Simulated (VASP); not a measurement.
Data:

```yaml
crystal:
  lattice:
    - [-2.18686, 2.72865, 4.58024]
    - [2.18686, -2.72865, 4.58024]
    - [2.18686, 2.72865, -4.58024]
  atoms:
    - { symbol: Ca, position: [0.30549, 0.80549, 0.50000] }
    - { symbol: Ca, position: [0.69451, 0.19451, 0.50000] }
    - { symbol: Ga, position: [0.00000, 0.00000, 0.00000] }
    - { symbol: Cu, position: [0.74647, 0.50000, 0.24647] }
    - { symbol: Cu, position: [0.25353, 0.50000, 0.75353] }
```

Calculation: PBEsol GGA, VASP's PBE PAW potentials (set 64) (plane waves; VASP). Run with 300 eV cut-off, 5×5×5 Γ-centred mesh, Fermi-Dirac smearing of 0.10 eV, potentials Ca_sv Ga_d Cu.

At this cut-off the stress carries a Pulay error, which pulls relaxed volumes low.

Problem. Give the stress tensor in GPa (positive for a compressed cell).

Solution. 
```
-6.50   0.00   0.00
 0.00  -4.71   0.00
 0.00   0.00  -3.90
```
The pressure is its mean diagonal, -5.04 GPa.

The structure comes from a computed database's Ca2GaCu2 entry; how it stands against other phases isn't given here. The cell was not relaxed at this level. The k-mesh is coarse (spacing up to 0.37 per Å, 2π included), so the numbers may not be converged in it. The electron count is odd and the run is not spin-polarised, which forces a metal.
